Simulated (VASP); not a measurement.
Energy against volume of KCl (rock salt). These are AM05 GGA, VASP's PBE PAW potentials (set 64) (plane waves; VASP) values and carry that method's errors. Run with 520 eV cut-off, 7×7×7 Γ-centred mesh, Gaussian smearing of 0.050 eV, potentials K_sv Cl.

```csv
V (Å³/atom),E (eV/atom)
30.118,-3.34912
31.079,-3.35423
32.040,-3.35597
33.001,-3.35488
```

Problem. Fit these four points and predict the energy of the run at 33.963 Å³/atom.

Solution. A cubic in V^(−2/3), the third-order Birch-Murnaghan form, passes through the four points with V0 = 32.12 Å³/atom and B0 = 15 GPa, and gives -3.3514 eV/atom there. The run gave -3.3514 eV/atom, -0.0 meV/atom from the fit; all five points give B0 = 15 GPa.

The compound is KCl in the rock salt structure. It was relaxed first.
